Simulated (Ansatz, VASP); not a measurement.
# CO2: VASP beside Ansatz, part 2 of 2

Aim: how closely do two programs agree when they are given the same cell, functional and k mesh? The cell is taken from a series of runs on this material, whose earlier steps may have relaxed, scaled, displaced or heated it; both programs get it as it stands.

VASP 6.6.1 and Ansatz 0.2.0.

So far: The starting structure; Ansatz: G0W0 gap, HSE06.

## 3. VASP: G0W0 gap, HSE06

Level of this step: G0W0 on HSE06; plane waves and PAW (C_GW, O_GW) (VASP).

The same cell, functional and mesh now go to VASP, with its own data sets.

Lines of VASP's logs that name or quote its potential files are left out, and so is its time.

The run reads the wave functions of an earlier VASP run, which isn't shown here.

The input, INCAR:

```
SYSTEM = CO2
PREC = Accurate
ENCUT = 440
ISMEAR = 0
SIGMA = 0.01
LREAL = .FALSE.
LHFCALC = .TRUE.
AEXX = 0.25
GGA = PE
HFSCREEN = 0.2
LASPH = .TRUE.
NBANDS = 409
PRECFOCK = Fast
ALGO = EVGW0
NELMGW = 1
ENCUTGW = 100
NOMEGA = 64
NBANDSGW = 40
LWAVE = .FALSE.
LCHARG = .FALSE.
```

The input, POSCAR:

```
CO2
1.0
    5.4970732800      0.0000000000      0.0000000000
    0.0000000000      5.4970732800      0.0000000000
    0.0000000000      0.0000000000      5.4970732800
C O
4 8
Direct
    0.0000000000      0.0000000000      0.0000000000
    0.5000000000      0.0000000000      0.5000000000
    0.5000000000      0.5000000000      0.0000000000
    0.0000000000      0.5000000000      0.5000000000
    0.1225369800      0.1225369800      0.1225369800
    0.3774630200      0.8774630200      0.6225369800
    0.6225369800      0.3774630200      0.8774630200
    0.8774630200      0.6225369800      0.3774630200
    0.8774630200      0.8774630200      0.8774630200
    0.6225369800      0.1225369800      0.3774630200
    0.3774630200      0.6225369800      0.1225369800
    0.1225369800      0.3774630200      0.6225369800
```

The input, KPOINTS:

```
Automatic mesh
0
Gamma
2 2 2
0 0 0
```

Potentials, in the order of the species: C_GW and O_GW (PBE family, release 64).

Run with:

```bash
export OMP_NUM_THREADS=3
mpirun -np 1 vasp_std
```

Numbers of over 12 decimals in the logs are rounded to 6 here.

What it wrote:

```text
[banner, memory and clock lines left out]
running    1 mpi-ranks, on    1 nodes
 distrk:  each k-point on    1 cores,    1 groups
 distr:  one band on    1 cores,    1 groups
 Offloading initialized ...    1 GPUs detected
 POSCAR found type information on POSCAR C O
 POSCAR found :  2 types and      12 ions
|                                                                             |
|           W    W    AA    RRRRR   N    N  II  N    N   GGGG   !!!           |
|           W    W   A  A   R    R  NN   N  II  NN   N  G    G  !!!           |
|           W    W  A    A  R    R  N N  N  II  N N  N  G       !!!           |
|           W WW W  AAAAAA  RRRRR   N  N N  II  N  N N  G  GGG   !            |
|           WW  WW  A    A  R   R   N   NN  II  N   NN  G    G                |
|           W    W  A    A  R    R  N    N  II  N    N   GGGG   !!!           |
|                                                                             |
|     The default for ENCUTGWSOFT is different in this version of VASP.       |
|     please manually set ENCUTGWSOFT =100 in the INCAR file.                 |
|                                                                             |

 LDA part: xc-table for (Slater+PW92), standard interpolation
 found WAVECAR, reading the header
 POSCAR, INCAR and KPOINTS ok, starting setup
 FFT: planning ... GRIDC
 FFT: planning ... GRID_SOFT
 FFT: planning ... GRID
 reading WAVECAR
 the WAVECAR file was read successfully
 initial charge from wavefunction
 available memory per node:   1572.24 GB, setting MAXMEM to   1609976

 The Fermi energy was updated, please check that it is located mid-gap
 values below the HOMO (VB) or above the LUMO (CB) will cause erroneous energies
 E-fermi :  -0.2063

 calculate exact exchange contribution
 the WAVEDER file was read successfully
energies w=
    0.000    0.000    0.672    0.000    1.342    0.000    2.009    0.000
    2.672    0.000    3.329    0.000    3.979    0.000    4.622    0.000
    5.257    0.000    5.883    0.000    6.501    0.000    7.110    0.000
    7.711    0.000    8.303    0.000    8.888    0.000    9.467    0.000
   10.039    0.000   10.606    0.000   11.169    0.000   11.729    0.000
   12.287    0.000   12.844    0.000   13.401    0.000   13.960    0.000
   14.521    0.000   15.088    0.000   15.660    0.000   16.240    0.000
   16.829    0.000   17.430    0.000   18.044    0.000   18.674    0.000
   19.322    0.000   19.991    0.000   20.685    0.000   21.405    0.000
   22.157    0.000   22.945    0.000   23.774    0.000   24.649    0.000
   25.578    0.000   26.568    0.000   27.627    0.000   28.767    0.000
   30.002    0.000   31.345    0.000   32.816    0.000   34.437    0.000
   36.236    0.000   38.249    0.000   40.519    0.000   43.103    0.000
   46.076    0.000   49.534    0.000   53.612    0.000   58.495    0.000
   64.447    0.000   71.863    0.000   81.352    0.000   93.914    0.000
  111.308    0.000  136.942    0.000  178.396    0.000  256.645    0.000
 responsefunction array rank=     389
 LDA part: xc-table for (Slater+PW92), standard interpolation

 min. memory requirement per mpi rank    613.0 MB, per node    613.0 MB

 allocating  64 responsefunctions rank=   389
 shmem allocating  64 responsefunctions rank=   389
 response function shared by NCSHMEM nodes    1
 Doing            64  frequencies on each core in blocks of            64
NQ=   1    0.0000    0.0000    0.0000,
|.........|.........|.........|.........|.........|.........|.........|.........
 performed        323000 updates of chi_q(r,r)
 total number of BLAS operations        392.11 Gflops
NQ=   2    0.5000    0.0000    0.0000,
|.........|.........|.........|.........|.........|.........|.........|.........
 performed        777000 updates of chi_q(r,r)
 total number of BLAS operations        884.82 Gflops
NQ=   3    0.5000    0.5000    0.0000,
|.........|.........|.........|.........|.........|.........|.........|.........
 performed       1231000 updates of chi_q(r,r)
 total number of BLAS operations       1388.30 Gflops
NQ=   4    0.5000    0.5000    0.5000,
|.........|.........|.........|.........|.........|.........|.........|.........
 performed       1554000 updates of chi_q(r,r)
 total number of BLAS operations       1724.12 Gflops
 resolving degeneracies of screened two electron integrals

 calculate QP shifts <psi_nk| G(iteration)W_0 |psi_nk>: iteration 1
 entering main loop
```

From OUTCAR (step 3):

```text
ion  position               nearest neighbor table
   1  0.000  0.000  0.000-   5 1.17   9 1.17
   2  0.500  0.000  0.500-   6 1.17  10 1.17
   3  0.500  0.500  0.000-   7 1.17  11 1.17
   4  0.000  0.500  0.500-   8 1.17  12 1.17
   5  0.123  0.123  0.123-   1 1.17
   6  0.377  0.877  0.623-   2 1.17
   7  0.623  0.377  0.877-   3 1.17
   8  0.877  0.623  0.377-   4 1.17
   9  0.877  0.877  0.877-   1 1.17
  10  0.623  0.123  0.377-   2 1.17
  11  0.377  0.623  0.123-   3 1.17
  12  0.123  0.377  0.623-   4 1.17

  LATTYP: Found a simple cubic cell.
 ALAT       =     5.4970732800

 Subroutine GETGRP returns: Found 24 space group operations
 (whereof  6 operations were pure point group operations)

The static configuration has the point symmetry S_6 .
 The point group associated with its full space group is T_h .

 Found      4 irreducible k-points:

   k-points           NKPTS =      4   k-points in BZ     NKDIM =      8   number of bands    NBANDS=    409

   dimension x,y,z NGX =    40 NGY =   40 NGZ =   40
   dimension x,y,z NGXF=    80 NGYF=   80 NGZF=   80

   ENCUT  =  440.0 eV  32.34 Ry    5.69 a.u.   9.40  9.40  9.40*2*pi/ulx,y,z

   NELECT =      64.0000    total number of electrons

  energy-cutoff  :      440.00
  volume of cell :      166.11
      direct lattice vectors                 reciprocal lattice vectors
     5.497073280  0.000000000  0.000000000     0.181914984  0.000000000  0.000000000
     0.000000000  5.497073280  0.000000000     0.000000000  0.181914984  0.000000000
     0.000000000  0.000000000  5.497073280     0.000000000  0.000000000  0.181914984

 k-points in reciprocal lattice and weights: Automatic mesh
   0.00000000  0.00000000  0.00000000       0.125
   0.50000000  0.00000000  0.00000000       0.375
   0.50000000  0.50000000  0.00000000       0.375
   0.50000000  0.50000000  0.50000000       0.125

 E-fermi :  -0.2063

 QP shifts <psi_nk| G(iteration)W_0 |psi_nk>: iteration 1
 for sc-GW calculations column KS-energies equals QP-energies in previous step
 and V_xc(KS)=  KS-energies - (<T + V_ion + V_H > + <T+V_H+V_ion>^1  + <V_x>^1)
 k-point   1 :       0.0000    0.0000    0.0000
  band No.  KS-energies  QP-energies   sigma(KS)   V_xc(KS)     V^pw_x(r,r')   Z            occupation Imag(sigma)
    ...
     29      -4.7648      -5.9617     -22.0241     -20.6072     -24.8132       0.8447       2.0000       0.0432
     30      -4.7648      -5.9617     -22.0241     -20.6072     -24.8132       0.8447       2.0000       0.0432
     31      -4.5254      -5.6738     -22.3227     -20.9627     -25.1103       0.8444       2.0000       0.0428
     32      -4.5254      -5.6738     -22.3227     -20.9627     -25.1103       0.8444       2.0000       0.0428
     33       4.1128       5.3256      -8.0504      -9.4063      -5.1936       0.8945       0.0000      -0.0458
     34       5.4746       8.0831     -11.8748     -14.8920      -9.4573       0.8646       0.0000      -0.0458
     35       5.4746       8.0831     -11.8748     -14.8920      -9.4573       0.8646       0.0000      -0.0458
     36       5.4746       8.0831     -11.8748     -14.8920      -9.4573       0.8646       0.0000      -0.0458
    ...

 k-point   2 :       0.5000    0.0000    0.0000
  band No.  KS-energies  QP-energies   sigma(KS)   V_xc(KS)     V^pw_x(r,r')   Z            occupation Imag(sigma)
    ...
     29      -4.8919      -6.1083     -21.8970     -20.4556     -24.6948       0.8439       2.0000       0.0436
     30      -4.8919      -6.1083     -21.8970     -20.4556     -24.6948       0.8439       2.0000       0.0436
     31      -4.6159      -5.7780     -22.2317     -20.8556     -25.0243       0.8445       2.0000       0.0431
     32      -4.6159      -5.7780     -22.2317     -20.8556     -25.0243       0.8445       2.0000       0.0431
     33       5.3905       7.8641     -11.3100     -14.1562      -8.7969       0.8691       0.0000      -0.0458
     34       5.3905       7.8641     -11.3100     -14.1562      -8.7969       0.8691       0.0000      -0.0458
     35       5.6398       7.7557     -10.2205     -12.6382      -7.4731       0.8752       0.0000      -0.0476
     36       5.6398       7.7557     -10.2205     -12.6382      -7.4731       0.8752       0.0000      -0.0476
    ...

 k-point   3 :       0.5000    0.5000    0.0000
  band No.  KS-energies  QP-energies   sigma(KS)   V_xc(KS)     V^pw_x(r,r')   Z            occupation Imag(sigma)
    ...
     29      -4.8585      -6.0681     -21.9343     -20.5020     -24.7339       0.8445       2.0000       0.0436
     30      -4.8585      -6.0681     -21.9343     -20.5020     -24.7339       0.8445       2.0000       0.0436
     31      -4.8585      -6.0681     -21.9343     -20.5020     -24.7339       0.8445       2.0000       0.0436
     32      -4.8585      -6.0681     -21.9343     -20.5020     -24.7339       0.8445       2.0000       0.0436
     33       5.3808       7.7999     -11.1633     -13.9428      -8.6360       0.8703       0.0000      -0.0458
     34       5.3808       7.7999     -11.1633     -13.9428      -8.6360       0.8703       0.0000      -0.0458
     35       5.3808       7.7999     -11.1633     -13.9428      -8.6360       0.8703       0.0000      -0.0458
     36       5.3808       7.7999     -11.1633     -13.9428      -8.6360       0.8703       0.0000      -0.0458
    ...

 k-point   4 :       0.5000    0.5000    0.5000
  band No.  KS-energies  QP-energies   sigma(KS)   V_xc(KS)     V^pw_x(r,r')   Z            occupation Imag(sigma)
    ...
     29      -4.9083      -6.1346     -21.8029     -20.3499     -24.5868       0.8440       2.0000       0.0435
     30      -4.9083      -6.1346     -21.8029     -20.3499     -24.5868       0.8440       2.0000       0.0435
     31      -4.9083      -6.1346     -21.8029     -20.3499     -24.5868       0.8440       2.0000       0.0435
     32      -4.9083      -6.1346     -21.8029     -20.3499     -24.5868       0.8440       2.0000       0.0435
     33       5.3907       7.9800     -11.7782     -14.7704      -9.3655       0.8653       0.0000      -0.0454
     34       5.3907       7.9800     -11.7782     -14.7704      -9.3655       0.8653       0.0000      -0.0454
     35       5.3907       7.9800     -11.7782     -14.7704      -9.3655       0.8653       0.0000      -0.0454
     36       5.3907       7.9800     -11.7782     -14.7704      -9.3655       0.8653       0.0000      -0.0454
    ...
```

## 4. Comparison

Known differences besides the potentials themselves: exact exchange at q = 0 is treated differently, which shows on coarse meshes; VASP keeps PBE cores, Ansatz makes them for the functional; fixed occupations in Ansatz, narrow Gaussian smearing in VASP; the cutoff is 420 eV in Ansatz and 440 eV in VASP; Ansatz integrates over frequency by contour deformation, VASP on a grid of NOMEGA points; Ansatz's G0W0 levels solve the quasiparticle equation, VASP's are linearised. Total energies have different zeros and are not compared.

Compared:

| quantity | Ansatz | VASP | difference |
| --- | --- | --- | --- |
| G0W0 gap on the mesh (eV) | 11.07 | 11.00 | +0.07 |
| Kohn-Sham gap under it (eV) | 8.62 | 8.64 | -0.01 |

## 5. Outcome

* difference in G0W0 gap on the mesh (G0W0 gap, HSE06): 0.067 eV

In words: The difference in G0W0 gap on the mesh is 0.067 eV (G0W0 gap, HSE06). Such differences can come from data sets, numerical settings and the points named under the comparisons, not from the functional's error against experiment.

[Lines on the potential files, build, host, timing and source positions are cut from VASP's logs without a mark.]

[Logs are printed without paths, hosts, clocks, repeated set-up lines and the standing remarks that a program may print on its own settings, such as how far it seeks lower states.]

[Hosts, paths, dates, database ids (printed as entryN), source tags and the programs' standing remarks are cut or masked in the printed files.]
